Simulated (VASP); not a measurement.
The system is CaZr2N2.

```
Ca Zr N
1.0
     5.10924    0.00000    0.00000
    -2.55462    4.42473    0.00000
     0.00000    0.00000    7.84132
Ca Zr N
2 4 4
Direct
  0.00000 0.00000 0.78341
  0.00000 0.00000 0.21659
  0.50000 0.00000 0.00000
  0.00000 0.50000 0.00000
  0.50000 0.50000 0.00000
  0.00000 0.00000 0.50000
  0.50000 0.00000 0.50000
  0.00000 0.50000 0.50000
  0.50000 0.50000 0.50000
  0.00000 0.00000 0.00000
```

The cell was built by a generator and needn't be a form met in nature.

- Program: VASP 6.6.1
- Task: relaxation of cell and atoms
- Functional: PBE
- Potentials or basis: VASP PAW PBE potentials, release 64 (Ca_sv, Zr_sv, N)
- Cutoff: 520 eV
- k mesh: 3 × 3 × 2
- Occupations: gaussian, width 0.15 eV
- Spin: no spin polarisation

At the start: pressure 20.2 GPa; volume 17.73 Å³/atom.

Question: Where does the relaxation end?

Answer: Over 11 steps the energy falls by 985.1 meV/atom and the volume is 22.20 Å³/atom (+25.3 %); space group P6/mmm (No. 191, to 0.05 Å).

The path:
| step | energy change (eV) | largest force (eV/Å) | pressure (GPa) | volume (Å³) |
| --- | --- | --- | --- | --- |
| 1 | 0.0000 | 8.4427 | 20.18 | 177.27 |
| 2 | -7.3922 | 2.7295 | -6.21 | 234.42 |
| 3 | -7.4550 | 2.5223 | -2.85 | 216.20 |
| 4 | -7.5476 | 2.9623 | -4.52 | 226.95 |
| 5 | -9.0722 | 2.0450 | 4.11 | 212.27 |
| 6 | -9.1185 | 2.1805 | 3.32 | 213.62 |
| 7 | -9.6008 | 1.2036 | 0.21 | 223.90 |
| 8 | -9.6718 | 0.7911 | -1.18 | 229.23 |
| 9 | -9.8353 | 0.3835 | -0.56 | 225.47 |
| 10 | -9.8472 | 0.1788 | -0.34 | 224.16 |
| 11 | -9.8513 | 0.0095 | 0.48 | 222.04 |

Final structure:
```yaml
crystal:
  lattice:
    - [4.87382, 0.00000, 0.00000]
    - [-2.43691, 4.22086, 0.00000]
    - [0.00000, 0.00000, 10.79368]
  atoms:
    - { symbol: Ca, position: [0.00000, 0.00000, 0.77201] }
    - { symbol: Ca, position: [0.00000, 0.00000, 0.22799] }
    - { symbol: Zr, position: [0.50000, 0.00000, 0.00000] }
    - { symbol: Zr, position: [0.00000, 0.50000, 0.00000] }
    - { symbol: Zr, position: [0.50000, 0.50000, 0.00000] }
    - { symbol: Zr, position: [0.00000, 0.00000, 0.50000] }
    - { symbol: N, position: [0.50000, 0.00000, 0.50000] }
    - { symbol: N, position: [0.00000, 0.50000, 0.50000] }
    - { symbol: N, position: [0.50000, 0.50000, 0.50000] }
    - { symbol: N, position: [0.00000, 0.00000, 0.00000] }
```

Caveat: the k mesh is coarse (spacing up to 0.47 Å⁻¹), so the values aren't converged; the volume moved by over 15 % at a fixed basis, so the end points are rough.
